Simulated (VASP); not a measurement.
All values below come from PBE GGA, VASP's PBE PAW potentials (set 64) (plane waves; VASP).

A VASP calculation is set up with these files.

**INCAR**
```
SYSTEM = ZnSe
PREC = Accurate
ENCUT = 400
EDIFF = 1E-6
NELM = 100
ALGO = Normal
LREAL = .FALSE.
LASPH = .TRUE.
ISMEAR = 0
SIGMA = 0.05
GGA = PE
LMAXMIX = 4
LWAVE = .FALSE.
LCHARG = .FALSE.
ISIF = 2
ISYM = 0
```

File POSCAR:
```
ZnSe
5.670
  0.0000000000   0.5000000000   0.5000000000
  0.5000000000   0.0000000000   0.5000000000
  0.5000000000   0.5000000000   0.0000000000
Zn Se
1 1
Cart
  0.0000000000   0.0000000000   0.0000000000
  0.2500000000   0.2500000000   0.2500000000
```

File KPOINTS:
```
Automatic mesh
0
Gamma
7 7 7
0 0 0
```

POTCAR, in this order: Zn Se (PBE.64 set). Program: vasp_std.

The run wrote:

### OUTCAR
```
 ion  position               nearest neighbor table
   1  0.000  0.000  0.000-   2 2.46   2 2.46   2 2.46   2 2.46
   2  0.250  0.250  0.250-   1 2.46   1 2.46   1 2.46   1 2.46
 Subroutine IBZKPT returns following result:
 Found    172 irreducible k-points:

 Following reciprocal coordinates:
            Coordinates               Weight
  0.000000  0.000000  0.000000      1.000000
  0.142857  0.000000  0.000000      2.000000
  0.000000  0.142857  0.000000      2.000000
  0.000000  0.000000  0.142857      2.000000
  0.142857  0.142857  0.142857      2.000000
  0.285714  0.000000  0.000000      2.000000
  0.000000  0.285714  0.000000      2.000000
  0.000000  0.000000  0.285714      2.000000
  0.285714  0.285714  0.285714      2.000000
  0.428571  0.000000  0.000000      2.000000
  0.000000  0.428571  0.000000      2.000000
  0.000000  0.000000  0.428571      2.000000
  0.428571  0.428571  0.428571      2.000000
  0.142857  0.142857  0.000000      2.000000
  0.000000  0.142857  0.142857      2.000000
  0.142857  0.000000  0.142857      2.000000
  0.285714  0.142857  0.000000      2.000000
  0.000000  0.285714  0.142857      2.000000
  0.142857  0.000000  0.285714      2.000000
  0.142857  0.142857 -0.142857      2.000000
  0.285714  0.142857  0.285714      2.000000
  0.142857  0.285714  0.000000      2.000000
  0.142857 -0.142857 -0.142857      2.000000
  0.285714  0.285714  0.142857      2.000000
  0.000000  0.142857  0.285714      2.000000
 -0.142857  0.142857 -0.142857      2.000000
  0.142857  0.285714  0.285714      2.000000
  0.285714  0.000000  0.142857      2.000000
  0.428571  0.142857  0.000000      2.000000
  0.000000  0.428571  0.142857      2.000000
  0.142857  0.000000  0.428571      2.000000
  0.142857  0.142857 -0.285714      2.000000
...
```

### OSZICAR
```
       N       E                     dE             d eps       ncg     rms          rms(c)
DAV:   1     0.786283087056E+02    0.78628E+02   -0.77893E+03  4472   0.131E+03
DAV:   2    -0.137934489146E+01   -0.80008E+02   -0.76545E+02  4847   0.250E+02
DAV:   3    -0.626449607597E+01   -0.48852E+01   -0.48669E+01  5422   0.645E+01
DAV:   4    -0.630684115686E+01   -0.42345E-01   -0.42338E-01  4887   0.646E+00
DAV:   5    -0.630707648239E+01   -0.23533E-03   -0.23532E-03  5372   0.455E-01    0.495E+00
DAV:   6    -0.603530430898E+01    0.27177E+00   -0.69160E-01  6624   0.291E+01    0.374E+00
DAV:   7    -0.601792918638E+01    0.17375E-01   -0.19532E-01  4917   0.443E+00    0.156E+00
DAV:   8    -0.601810145990E+01   -0.17227E-03   -0.42369E-03  5653   0.669E-01    0.475E-01
DAV:   9    -0.601834774870E+01   -0.24629E-03   -0.11265E-03  4987   0.296E-01    0.683E-02
DAV:  10    -0.601843560333E+01   -0.87855E-04   -0.13957E-04  4945   0.112E-01    0.180E-02
DAV:  11    -0.601844875576E+01   -0.13152E-04   -0.31212E-05  5130   0.555E-02    0.590E-03
DAV:  12    -0.601845007538E+01   -0.13196E-05   -0.37741E-06  5129   0.192E-02    0.419E-03
DAV:  13    -0.601845007442E+01    0.96020E-09   -0.61009E-07  3206   0.862E-03
   1 F= -.60184501E+01 E0= -.60184501E+01  d E =-.148902E-11
```

**OUTCAR**
```
------------------------ aborting loop because EDIFF is reached ----------------------------------------
  FORCE on cell =-STRESS in cart. coord.  units (eV):
  Direction    XX          YY          ZZ          XY          YZ          ZX
  --------------------------------------------------------------------------------------
  Total        0.5796150      0.5796151      0.5796149      0.0000764      0.0000764      0.0000774
  in kB       20.3779749     20.3779774     20.3779711      0.0026875      0.0026857      0.0027216
  external PRESSURE =      20.3779745 kB  Pullay stress =       0.0000000 kB
  volume of cell :       45.57
      direct lattice vectors                 reciprocal lattice vectors
     0.000000000  2.835000000  2.835000000    -0.176366843  0.176366843  0.176366843
     2.835000000  0.000000000  2.835000000     0.176366843 -0.176366843  0.176366843
     2.835000000  2.835000000  0.000000000     0.176366843  0.176366843 -0.176366843
  FREE ENERGIE OF THE ION-ELECTRON SYSTEM (eV)
  ---------------------------------------------------
  free  energy   TOTEN  =        -6.0184500744 eV

  energy  without entropy=       -6.0184500744  energy(sigma->0) =       -6.01845007
```
(Selected blocks of OUTCAR.)

The compound is ZnSe in the zinc blende structure. The cell was not relaxed at this level. The run is one of a series of settings (ISYM = 0 against the base run), some of them coarse on purpose.
